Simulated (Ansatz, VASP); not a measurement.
**Two plane-wave programs on BiO5**

```
CELL_PARAMETERS angstrom
0.00000 3.16159 3.16159
3.16159 0.00000 3.16159
3.16159 3.16159 0.00000
ATOMIC_POSITIONS crystal
Bi 0.50000 0.50000 0.50000
O 0.11799 0.11799 0.64602
O 0.11799 0.64602 0.11799
O 0.75000 0.75000 0.75000
O 0.11799 0.11799 0.11799
O 0.64602 0.11799 0.11799
```

Change from the starting cell: species swapped into the HfNi5 type (F-43m, No. 216).

Alike in both runs: task relaxation of cell and atoms; functional PBE; k mesh 6 × 6 × 6; occupations gaussian, width 0.1 eV; no spin polarisation.

```csv
,VASP,Ansatz
version,VASP 6.6.1,Ansatz 0.2.0
potentials or method,"VASP PAW PBE potentials, release 64 (Bi_d, O)","scalar-relativistic, plane waves, PAW"
plane-wave cutoff (eV),600,420
valence electrons in the cell,45,45
```

VASP gave:

```
gap on the k mesh at the Fermi level, each at its own relaxed structure (eV) : none
relaxed volume (Å³/atom)                                                     : 10.46
relaxed cell length with the largest relative difference (Å)                 : 4.461
energy change over the relaxation (meV/atom)                                 : -3
```

Question: What did Ansatz give for the same quantities?

Answer: gap on the k mesh at the Fermi level, each at its own relaxed structure (eV): none; relaxed volume (Å³/atom): 10.47; relaxed cell length with the largest relative difference (Å): 4.463; energy change over the relaxation (meV/atom): -3.

A gap of «none» marks a metal or a gap that the smearing closes.

Caveats: spin-orbit coupling is left out, which moves the levels of the heavy elements; an odd number of electrons without spin polarisation forces a metal; a magnetic or distorted state may lie lower.
